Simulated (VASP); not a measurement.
Input:

```xyz
2
Lattice="0.0000 2.6408 2.6408 2.6408 0.0000 2.6408 2.6408 2.6408 0.0000" Properties=species:S:1:pos:R:3 pbc="T T T"
K      0.0000     0.0000     0.0000
F      2.6408     2.6408     2.6408
```

Level of theory: r2SCAN+rVV10, VASP's PBE PAW potentials (set 64) (plane waves; VASP 6.6.1). Numerical set-up: 520 eV cut-off, 10×10×10 Γ-centred mesh, tetrahedra with Blöchl corrections, potentials K_sv F.

What does the run give for the energy per atom (σ→0), band gap (over mesh and band path) with the smallest direct gap where there is one?

- band gap (over mesh and band path) = 6.91 eV
- smallest direct gap (over mesh and band path) = 6.91 eV
- energy per atom (σ→0) = -7.220 eV/atom

The compound is KF in the rock salt structure. It was relaxed first.
